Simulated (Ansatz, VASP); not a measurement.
# AsH4F in two plane-wave programs

Aim: how closely do two programs agree when they are given the same cell, functional and k mesh? The cell is invented: As first built, before any earlier steps moved the atoms (in the runner's words): F for Br, As for N in the H4BrN structure of space group P-43m. It may not be a known or stable phase. The cell is taken from a series of runs on this material, whose earlier steps may have relaxed, scaled, displaced or heated it; both programs get it as it stands.

Program: Ansatz 0.2.0. Level of theory: plane waves, with VASP 6.6.1 beside it; single point at PBE and single point at LDA. Results are calculated unless marked as measured.

## (1) The structure

The structure is cubic, space group P-43m (No. 215). The conventional cell has a = 3.874 Å, b = 3.874 Å, c = 3.874 Å, α = 90.00°, β = 90.00°, γ = 90.00°. H has 1 As at 1.53 Å nearest. F has 4 H at 1.82 Å nearest. Nearest to As lie 4 H at 1.53 Å. It derives from H4BrN. As first built, before any earlier steps moved the atoms (in the runner's words): F for Br, As for N in the H4BrN structure of space group P-43m. Farther neighbours and most contacts between anions are not listed.

As a file:

```cif
data_structure
_symmetry_space_group_name_H-M 'P-43m'
_symmetry_Int_Tables_number 215
_cell_length_a 3.8743
_cell_length_b 3.8743
_cell_length_c 3.8743
_cell_angle_alpha 90.000
_cell_angle_beta 90.000
_cell_angle_gamma 90.000
_cell_volume 58.15
loop_
_atom_site_label
_atom_site_type_symbol
_atom_site_symmetry_multiplicity
_atom_site_Wyckoff_symbol
_atom_site_fract_x
_atom_site_fract_y
_atom_site_fract_z
_atom_site_occupancy
H1 H 4 e 0.22824 0.22824 0.77176 1
F1 F 1 b 0.50000 0.50000 0.50000 1
As1 As 1 a 0.00000 0.00000 0.00000 1
```

## (2) VASP: single point, PBE, pair 1

A single point gives forces, pressure and levels at one fixed geometry, so differences don't come from the geometry; what else differs is listed under the comparison.

Lines of VASP's logs that name or quote its potential files are left out, and so is its time.

Contents of INCAR:

```
SYSTEM = AsH4F
PREC = Accurate
ENCUT = 520
EDIFF = 1E-06
NELM = 120
ISMEAR = 0
SIGMA = 0.01
LREAL = .FALSE.
ALGO = Normal
GGA = PE
NBANDS = 14
LORBIT = 11
LWAVE = .FALSE.
LCHARG = .FALSE.
ISIF = 2
LASPH = .TRUE.
GGA_COMPAT = .FALSE.
EFERMI = MIDGAP
KPAR = 2
```

Contents of POSCAR:

```
AsH4F
1.0
    3.8743109730      0.0000000000      0.0000000000
    0.0000000000      3.8743109730      0.0000000000
    0.0000000000      0.0000000000      3.8743109730
H F As
4 1 1
Direct
    0.2282408122      0.2282408122      0.7717591878
    0.2282408122      0.7717591878      0.2282408122
    0.7717591878      0.2282408122      0.2282408122
    0.7717591878      0.7717591878      0.7717591878
    0.5000000000      0.5000000000      0.5000000000
    0.0000000000      0.0000000000      0.0000000000
```

Contents of KPOINTS:

```
Automatic mesh
0
Gamma
6 6 6
0 0 0
```

The projector-augmented-wave data sets are H, F and As (PBE family, release 64).

On the command line:

```sh
mpirun -np 2 vasp_std
```

Numbers of over 12 decimals in the logs are rounded to 6 here.

The log of the run:

```text
[banner, memory and clock lines left out]
running    2 mpi-ranks, on    1 nodes
 distrk:  each k-point on    1 cores,    2 groups
 distr:  one band on    1 cores,    1 groups

 POSCAR found type information on POSCAR H F As
 POSCAR found :  3 types and       6 ions
 LDA part: xc-table for (Slater+PW92), standard interpolation
 POSCAR, INCAR and KPOINTS ok, starting setup
 FFT: planning ... GRIDC
 FFT: planning ... GRID_SOFT
 FFT: planning ... GRID
 WAVECAR not read
 entering main loop
       N       E                     dE             d eps       ncg     rms          rms(c)
DAV:   1     0.504166300083E+02    0.50417E+02   -0.72277E+03   560   0.989E+02
DAV:   2    -0.193418322894E+02   -0.69758E+02   -0.64011E+02   762   0.183E+02
DAV:   3    -0.230997365299E+02   -0.37579E+01   -0.37429E+01   698   0.438E+01
DAV:   4    -0.231169539629E+02   -0.17217E-01   -0.17215E-01   632   0.349E+00
DAV:   5    -0.231170425694E+02   -0.88607E-04   -0.88605E-04   704   0.240E-01    0.779E+00
DAV:   6    -0.219488023128E+02    0.11682E+01   -0.37052E+00   614   0.242E+01    0.377E+00
DAV:   7    -0.218767716032E+02    0.72031E-01   -0.37313E-01   560   0.621E+00    0.202E+00
DAV:   8    -0.218480538712E+02    0.28718E-01   -0.85928E-02   632   0.265E+00    0.294E-01
DAV:   9    -0.218488954247E+02   -0.84155E-03   -0.68276E-03   668   0.791E-01    0.156E-01
DAV:  10    -0.218494576852E+02   -0.56226E-03   -0.14149E-03   590   0.410E-01    0.394E-02
DAV:  11    -0.218494910390E+02   -0.33354E-04   -0.17260E-04   626   0.148E-01    0.162E-02
DAV:  12    -0.218494958840E+02   -0.48451E-05   -0.25452E-05   620   0.412E-02    0.389E-03
DAV:  13    -0.218494963896E+02   -0.50554E-06   -0.18255E-06   510   0.138E-02
   1 F= -.21849496E+02 E0= -.21849496E+02  d E =0.000000E+00
```

From OUTCAR (step 2):

```text
ion  position               nearest neighbor table
   1  0.228  0.228  0.772-   6 1.53
   2  0.228  0.772  0.228-   6 1.53
   3  0.772  0.228  0.228-   6 1.53
   4  0.772  0.772  0.772-   6 1.53
   5  0.500  0.500  0.500-
   6  0.000  0.000  0.000-   1 1.53   2 1.53   3 1.53   4 1.53

  LATTYP: Found a simple cubic cell.
 ALAT       =     3.8743109730

 Subroutine GETGRP returns: Found 24 space group operations
 (whereof 24 operations were pure point group operations)

The static configuration has the point symmetry T_d .

 Found     20 irreducible k-points:

   k-points           NKPTS =     20   k-points in BZ     NKDIM =     20   number of bands    NBANDS=     14

   dimension x,y,z NGX =    30 NGY =   30 NGZ =   30
   dimension x,y,z NGXF=    60 NGYF=   60 NGZF=   60

   ENCUT  =  520.0 eV  38.22 Ry    6.18 a.u.   7.20  7.20  7.20*2*pi/ulx,y,z

   NELECT =      16.0000    total number of electrons

 k-points in reciprocal lattice and weights: Automatic mesh
   0.00000000  0.00000000  0.00000000       0.005
   0.16666667  0.00000000  0.00000000       0.028
   0.33333333  0.00000000  0.00000000       0.028
   0.50000000  0.00000000  0.00000000       0.014
   0.16666667  0.16666667  0.00000000       0.056
   0.33333333  0.16666667  0.00000000       0.111
   0.50000000  0.16666667  0.00000000       0.056
   0.33333333  0.33333333  0.00000000       0.056
   0.50000000  0.33333333  0.00000000       0.056
[...]
0.50000000  0.50000000  0.33333333       0.028
   0.50000000  0.50000000  0.50000000       0.005

 average (electrostatic) potential at core
       1 -36.8488       2 -36.8488       3 -36.8488       4 -36.8488       5 -77.1832
       6 -54.0961

 E-fermi :   1.3741

 k-point     1 :       0.0000    0.0000    0.0000
  band No.  band energies     occupation
    ...
      4      -4.4273      2.00000
      5      -4.4273      2.00000
      6      -1.1361      2.00000
      7      -1.1361      2.00000
      8      -1.1361      2.00000
      9       4.0210      0.00000
     10       6.2385      0.00000
     11       6.2385      0.00000
     12       8.1562      0.00000
     13       8.1562      0.00000
    ...

 k-point     2 :       0.1667    0.0000    0.0000
  band No.  band energies     occupation
    ...
      4      -4.3288      2.00000
      5      -4.3288      2.00000
      6      -1.5703      2.00000
      7      -1.2417      2.00000
      8      -1.2417      2.00000
      9       4.6181      0.00000
     10       6.4602      0.00000
     11       6.7792      0.00000
     12       7.8092      0.00000
     13       7.8092      0.00000
    ...

 k-point     3 :       0.3333    0.0000    0.0000
  band No.  band energies     occupation
    ...
      4      -4.1039      2.00000
      5      -4.1039      2.00000
      6      -2.1937      2.00000
      7      -1.4849      2.00000
      8      -1.4849      2.00000
      9       5.6156      0.00000
     10       7.0476      0.00000
     11       7.2501      0.00000
     12       7.2501      0.00000
     13       7.6434      0.00000
    ...

  Total        0.0783859      0.0783859      0.0783859      0.0000000     -0.0000000     -0.0000000
  in kB        2.1595587      2.1595587      2.1595587      0.0000000     -0.0000000     -0.0000000
  external PRESSURE =       2.1595587 kB  Pullay stress =       0.0000000 kB

  energy-cutoff  :      520.00
  volume of cell :       58.15
      direct lattice vectors                 reciprocal lattice vectors
     3.874310973  0.000000000  0.000000000     0.258110412  0.000000000  0.000000000
     0.000000000  3.874310973  0.000000000     0.000000000  0.258110412  0.000000000
     0.000000000  0.000000000  3.874310973     0.000000000  0.000000000  0.258110412

 POSITION                                       TOTAL-FORCE (eV/Angst)
 -----------------------------------------------------------------------------------
      0.88428      0.88428      2.99004         0.042758      0.042758     -0.042758
      0.88428      2.99004      0.88428         0.042758     -0.042758      0.042758
      2.99004      0.88428      0.88428        -0.042758      0.042758      0.042758
      2.99004      2.99004      2.99004        -0.042758     -0.042758     -0.042758
      1.93716      1.93716      1.93716        -0.000000      0.000000     -0.000000
      0.00000      0.00000      0.00000        -0.000000      0.000000      0.000000
 -----------------------------------------------------------------------------------
    total drift:                                0.000000      0.000000      0.000000

  FREE ENERGIE OF THE ION-ELECTRON SYSTEM (eV)
  ---------------------------------------------------
  free  energy   TOTEN  =       -21.8494963896 eV

  energy  without entropy=      -21.8494963896  energy(sigma->0) =      -21.84949639

 total charge
# of ion       s       p       d       tot
------------------------------------------
    1        0.497   0.025   0.000   0.522
    2        0.497   0.025   0.000   0.522
    3        0.497   0.025   0.000   0.522
    4        0.497   0.025   0.000   0.522
    5        1.741   4.294   0.000   6.035
    6        1.163   1.740   0.079   2.982
--------------------------------------------------
tot          4.891   6.132   0.079  11.103

[... 3 further parts left out ...]
```

The run ends at a pressure of 0.22 GPa, with forces up to 0.074 eV/Å.

## (3) Ansatz: single point, PBE, pair 1

Ansatz runs on its default PAW (the set named soft_2) files.

The same cell, functional and mesh now go to Ansatz, which takes its cutoff from its data sets.

Contents of input.yaml:

```yaml
crystal:
  lattice:
    - [3.874310973, 0.0, 0.0]
    - [0.0, 3.874310973, 0.0]
    - [0.0, 0.0, 3.874310973]
  atoms:
    - { symbol: H, position: [0.2282408122, 0.2282408122, 0.7717591878] }
    - { symbol: H, position: [0.2282408122, 0.7717591878, 0.2282408122] }
    - { symbol: H, position: [0.7717591878, 0.2282408122, 0.2282408122] }
    - { symbol: H, position: [0.7717591878, 0.7717591878, 0.7717591878] }
    - { symbol: F, position: [0.5, 0.5, 0.5] }
    - { symbol: As, position: [0.0, 0.0, 0.0] }
kpoints:
  mp_grid: { grid: [6, 6, 6] }
scf:
  occupations: { method: fixed }
hamiltonian:
  xc: pbe
output:
  eigenvalues: true
  transmission:
    leads: [[0, 0]]
    kpoints: [[0.0, 0.0], [-0.5, 0.1432], [-0.5, -0.5]]
    e_range: [-1.0, 6.02]
    de: 0.12
```

On the command line:

```sh
ansatz run input.yaml --threads 2 --pin off --max-ram 4096MiB --backend cpu --events-out ev --progress --plain --runs-dir out
```

The log of the run:

```text
Engine: ansatz 0.2.0, aarch64-unknown-linux-gnu
Pseudopotentials: kind: paw
Pseudopotential: H, paw, valence charge 1, recommended cutoff 420 eV (normal), H.paw.azcp
Pseudopotential: F, paw, valence charge 7, recommended cutoff 420 eV (normal), F.paw.azcp
Pseudopotential: As, paw, valence charge 15, recommended cutoff 420 eV (normal), As.paw.azcp
Functional definition: PBE
  parameter kappa = 0.804
  parameter beta = 0.066725
  exchange = pbe_x(kappa = kappa, mu = beta*pi^2/3)
  correlation = pbe_c(beta = beta)
Crystal: 6 atoms, lattice volume = 58.155 Å³
Basis set: ecut = 420 eV, 1141 PW (Γ)
Bands: 19, of which v1, the nominal top of the filled ones, is band 13 counted from 1 (12 counted from 0)
Symmetry: 24 space group operations
Space group: P-43m (ITA 215), of the structure as read, at distance tolerance 3.9e-5 Å
k-points: 20 of 216 (time reversal used)
Non-local potential: H, projectors of the file, l = 0: 2, l = 1: 1
Non-local potential: F, projectors of the file, l = 0: 2, l = 1: 2, l = 2: 1
Non-local potential: As, projectors of the file, l = 0: 2, l = 1: 2, l = 2: 3, l = 3: 1
PAW form: soft (Blöchl's): semilocal exchange-correlation on the pseudo side does not see the compensation charge
PAW one-centre angular grid: H, 110 points (default); XC on 64 Gauss nodes
PAW one-centre angular grid: F, 110 points (default); XC on 64 Gauss nodes
PAW one-centre angular grid: As, 590 points (default); XC on 64 Gauss nodes
Initial density: superposition of atomic densities (neutral atoms: chi_scale 0, normalization atom), corrected by the library's trained network
Initial wavefunctions: pseudopotential atomic-orbital guess
Functional: x = pbe(κ = 0.804, μ = 0.219515), c = pbe(β = 0.066725)
SCF iter   1: F=—  HF=-5727.051720 eV  |F-HF|=—  |Δ(HF+E_count)|=         —  Δρ=3.90e-3  dr2=5.56e-3  ethr=1.77e-3  ⟨swp⟩=4.5  Hψ=1695  notcnv=0  defer=64
preconditioner: auto → Resta (q_TF=auto, 2.386 Å⁻¹)  ε∞=3.0  [insulator: Δε(μ)=5.011 eV  Ē_g=13.893 eV  n_scr=18 (ndim 8)  ℏωp=19.5 eV  f_vac=0.029  ε∞_Penn≈3.0]
SCF iter   2: F=—  HF=-5727.051509 eV  |F-HF|=—  |Δ(HF+E_count)|=   2.11e-4  Δρ=1.68e-3  dr2=1.52e-3  ethr=2.14e-5  ⟨swp⟩=2.0  Hψ=748  notcnv=0  defer=72
SCF iter   3: F=—  HF=-5727.051884 eV  |F-HF|=—  |Δ(HF+E_count)|=   3.74e-4  Δρ=1.09e-3  dr2=3.99e-4  ethr=5.84e-6  ⟨swp⟩=2.4  Hψ=489  notcnv=0  defer=72
SCF iter   4: F=—  HF=-5727.052079 eV  |F-HF|=—  |Δ(HF+E_count)|=   1.95e-4  Δρ=2.00e-4  dr2=2.21e-5  ethr=1.54e-6  ⟨swp⟩=2.0  Hψ=553  notcnv=0  defer=72
SCF iter   5: F=—  HF=-5727.052093 eV  |F-HF|=—  |Δ(HF+E_count)|=   1.44e-5  Δρ=6.56e-5  dr2=2.33e-6  ethr=8.51e-8  ⟨swp⟩=2.0  Hψ=593  notcnv=0  defer=35
SCF iter   6: F=—  HF=-5727.052097 eV  |F-HF|=—  |Δ(HF+E_count)|=   3.75e-6  Δρ=1.34e-5  dr2=8.22e-8  ethr=3.85e-10  ⟨swp⟩=6.0  Hψ=1902  notcnv=0
SCF iter   7: F=-5727.052097 eV  HF=-5727.052097 eV  |F-HF|=9.56e-10  |Δ(HF+E_count)|=   1.76e-7  Δρ=2.91e-6  dr2=4.68e-9  ethr=3.16e-10  ⟨swp⟩=3.8  Hψ=1195  notcnv=0
SCF 1 converged in 7 iterations: F = -5727.052097 eV  dr2 = 4.68e-9
  greatest PAW one-centre occupation: 0.999 electrons in one spin orbital (limit 2), on the As atom at site 5 (counted from 0), in its partial waves of l = 2
transmission: 5 of 15 steps passed
transmission: 10 of 15 steps passed
transmission: 15 of 15 steps passed
SCF converged after 7 iterations
Free energy (F): -5727.052097 eV
Harris-Foulkes:  -5727.052097 eV  (|F-HF|=9.56e-10)
Internal energy: -5727.052097 eV  (E = F + TS)
E sigma→0 (E₀):  -5727.052097 eV
Fermi energy:    1.407179 eV
--- Per-component energies (eV) ---
  E_band       = -387.103683
  E_kinetic    = 359.185331
  E_local      = -2771.167876  (includes V_loc(G=0)·N_el)
  E_nonlocal   = -590.157958
  E_hartree    = 1339.385496
  E_xc         = -193.232146
  E_vxc        = -225.719520  (∫ρ·V_xc dr)
  E_paw        = -2038.555013  (= ΣΔE_a)
  E_vpaw       = 161.990457  (= ΣTr[D̂ρ^β])
  E_aug_tail   = -0.002388  (compensation charges beyond the density's cutoff)
  E_ewald      = -1832.507544
  E_smearing   = -0.000000  (= −TS)
  E_closure    = 0.000000  (closes the sum)
  Σ components = -5727.052097   (vs F -5727.052097, Δ=0.00e0)
--- Band table (eV; the first three rows and the last of 20) ---
  k-point 0: bands = [... 9 lower, -1.8777, 1.4072, 1.4072, 1.4072, 6.5584, 8.8063, 8.8063, 10.7218, ... 2 higher]
  k-point 1: bands = [... 9 lower, -1.7792, 0.9729, 1.3017, 1.3017, 7.1565, 9.0289, 9.3492, 10.3728, ... 2 higher]
  k-point 2: bands = [... 9 lower, -1.5545, 0.3487, 1.0587, 1.0587, 8.1556, 9.6199, 9.8105, 9.8105, ... 2 higher]
  k-point 19: bands = [... 9 lower, -2.5357, 0.2699, 0.2699, 0.2699, 7.5681, 7.5681, 7.5681, 8.9896, ... 2 higher]
--- Transmission ---
  basis      : 137 plane waves across, 5 finite elements along
  points     : 3, as listed
  energies   : 59 from -1.000000 to 5.960000 eV about the Fermi level, 0.120000 eV apart; the leads are filled to 2.515490 eV, and channels, transmission and decay are at 2.480000 eV
  crystal 0  : H4As1F1, at the sites [0, 0], period 3.8743 Å: whole cells are its period
    offset         : up to 0.0000 Å between an atom of the period and one for which it stands
    channels       : 0.000000e0 a spin
    conductance    : none, the energies end too early or step too widely for 300 K: set another output.transmission.e_range or a lower de, or, where they end at an eighth of basis.ecutwfc, a higher one
    slowest decay  : 0.3441 /Å at (0.0000, 0.0000)
```

Reading the cycles: dr2 is the Hartree energy of the density residual (eV), the measure of convergence; HF is the Harris–Foulkes estimate of the energy, which meets the free energy F at convergence.

## (4) Side by side

Known differences besides the potentials themselves: fixed occupations in Ansatz, narrow Gaussian smearing in VASP; the data sets hold 26 valence electrons in Ansatz (on its default PAW (the set named soft_2) files) and 16 in VASP; the cutoff is 420 eV in Ansatz and 520 eV in VASP. Total energies have different zeros and are not compared.

The two programs side by side:

```tsv
quantity	Ansatz	VASP	difference
gap on the k mesh (eV)	5.031	5.020	+0.011
```

A gap on the mesh is an upper bound, since the band edges may lie between its points.

## (5) VASP: single point, LDA

A single point gives forces, pressure and levels at one fixed geometry, so differences don't come from the geometry; what else differs is listed under the comparison.

INCAR, as its differences from that of step 2:

```diff
@@ -9,3 +9,3 @@
 ALGO = Normal
-GGA = PE
+GGA = PW92
 NBANDS = 14
```

POSCAR is that of step 2.

KPOINTS is that of step 2.

Potentials, in the order of the species: H, F and As (LDA family, release 64).

On the command line:

```sh
mpirun -np 2 vasp_std
```

The log of the run:

```text
[banner, memory and clock lines left out]
running    2 mpi-ranks, on    1 nodes
[...]
|                                                                             |
|               ----> ADVICE to this user running VASP <----                  |
|                                                                             |
|     You enforced a specific xc type in the INCAR file but a different       |
|     [... a line on the potential file left out ...]
|     I HOPE YOU KNOW WHAT YOU ARE DOING!                                     |
|                                                                             |

 LDA part: xc-table for (Slater(with rela. corr.)+PW92), standard interpolation
 POSCAR, INCAR and KPOINTS ok, starting setup
[...]
entering main loop
       N       E                     dE             d eps       ncg     rms          rms(c)
DAV:   1     0.474941599937E+02    0.47494E+02   -0.71760E+03   560   0.985E+02
DAV:   2    -0.212944708798E+02   -0.68789E+02   -0.63152E+02   762   0.182E+02
DAV:   3    -0.249954027173E+02   -0.37009E+01   -0.36861E+01   698   0.432E+01
DAV:   4    -0.250125835289E+02   -0.17181E-01   -0.17179E-01   638   0.348E+00
[...]
DAV:  11    -0.236784970355E+02    0.11100E-04   -0.92667E-05   632   0.126E-01    0.176E-02
DAV:  12    -0.236784929566E+02    0.40789E-05   -0.11253E-05   620   0.313E-02    0.450E-03
DAV:  13    -0.236784929761E+02   -0.19511E-07   -0.22317E-06   568   0.139E-02
   1 F= -.23678493E+02 E0= -.23678493E+02  d E =0.000000E+00
```

Parts of OUTCAR (step 5):

```text
  Total       -1.2008252     -1.2008252     -1.2008252      0.0000000     -0.0000000     -0.0000000
  in kB      -33.0831567    -33.0831567    -33.0831567      0.0000000     -0.0000000     -0.0000000
  external PRESSURE =     -33.0831567 kB  Pullay stress =       0.0000000 kB

 POSITION                                       TOTAL-FORCE (eV/Angst)
 -----------------------------------------------------------------------------------
      0.88428      0.88428      2.99004         0.168406      0.168406     -0.168406
      0.88428      2.99004      0.88428         0.168406     -0.168406      0.168406
      2.99004      0.88428      0.88428        -0.168406      0.168406      0.168406
      2.99004      2.99004      2.99004        -0.168406     -0.168406     -0.168406
      1.93716      1.93716      1.93716         0.000000     -0.000000      0.000000
      0.00000      0.00000      0.00000         0.000000     -0.000000      0.000000
 -----------------------------------------------------------------------------------
    total drift:                               -0.000000     -0.000000     -0.000000

  FREE ENERGIE OF THE ION-ELECTRON SYSTEM (eV)
  ---------------------------------------------------
  free  energy   TOTEN  =       -23.6784929761 eV

  energy  without entropy=      -23.6784929761  energy(sigma->0) =      -23.67849298

[... 2 parts as in an earlier step ...]

[... 1 further part left out ...]
[key lines of the parts left out:]
E-fermi :   1.0928
```

The run ends at a pressure of -3.31 GPa, with forces up to 0.29 eV/Å.

(Part 1 of 2 ends here.)

[Lines on the potential files, build, host, timing and source positions are cut from VASP's logs without a mark.]

[Logs are printed without paths, hosts, clocks, repeated set-up lines and the standing remarks that a program may print on its own settings, such as how far it seeks lower states.]

[Hosts, paths, dates, database ids (printed as entryN), source tags and the programs' standing remarks are cut or masked in the printed files.]
